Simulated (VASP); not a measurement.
A convergence study with VASP on Ag (fcc): a few settings are varied, all else stays as given below, so the limit is that of these other settings. The cell's lengths are 1 % over those of the tabulated start, so it is off equilibrium.

```
CELL_PARAMETERS angstrom
      0.00000     2.06545     2.06545
      2.06545     0.00000     2.06545
      2.06545     2.06545     0.00000
ATOMIC_POSITIONS crystal
  Ag 0.00000 0.00000 0.00000
```

All values below come from PBEsol GGA, VASP's PBE PAW potentials (set 64) (plane waves; VASP 6.6.1). The last row used: ADDGRID = .TRUE., 500 eV cut-off, 17×17×17 Γ-centred mesh, first-order Methfessel-Paxton smearing of 0.10 eV, potentials Ag.

```
setting                                         E (eV/atom)  pressure (GPa)  plane waves
----------------------------------------------  -----------  --------------  -----------
ADDGRID = unset, ENCUT = 200, PREC = Low                [?]             [?]          125
ADDGRID = unset, ENCUT = 200, PREC = Normal         -3.1109          -59.15          125
ADDGRID = .TRUE., ENCUT = 200, PREC = Normal        -3.1109          -59.16          125
ADDGRID = .TRUE., ENCUT = 200, PREC = Accurate      -3.1101          -58.67          125
ADDGRID = unset, ENCUT = 300, PREC = Low            -3.3007           -5.64          218
ADDGRID = unset, ENCUT = 300, PREC = Normal         -3.2975           -5.88          218
ADDGRID = .TRUE., ENCUT = 300, PREC = Normal        -3.2974           -5.88          218
ADDGRID = .TRUE., ENCUT = 300, PREC = Accurate      -3.2962           -5.98          218
ADDGRID = unset, ENCUT = 400, PREC = Low                [?]             [?]          332
ADDGRID = unset, ENCUT = 400, PREC = Normal         -3.2866           -6.15          332
ADDGRID = .TRUE., ENCUT = 400, PREC = Normal        -3.2866           -6.15          332
ADDGRID = .TRUE., ENCUT = 400, PREC = Accurate      -3.2865           -6.15          332
ADDGRID = unset, ENCUT = 500, PREC = Low            -3.2876           -5.72          459
ADDGRID = unset, ENCUT = 500, PREC = Normal         -3.2863           -5.81          459
ADDGRID = .TRUE., ENCUT = 500, PREC = Normal        -3.2863           -5.80          459
ADDGRID = .TRUE., ENCUT = 500, PREC = Accurate      -3.2863           -5.80          459
```

Q: Complete the blanks.

A: 
- ADDGRID = unset, ENCUT = 200, PREC = Low, E (eV/atom): -3.1135
- ADDGRID = unset, ENCUT = 200, PREC = Low, pressure (GPa): -58.97
- ADDGRID = unset, ENCUT = 400, PREC = Low, E (eV/atom): -3.2899
- ADDGRID = unset, ENCUT = 400, PREC = Low, pressure (GPa): -5.93

Left out are rungs that failed or repeat a setting and relaxations that didn't move; long series are thinned to 24 rows.

The compound is Ag in the fcc structure. The cell was not relaxed at this level.
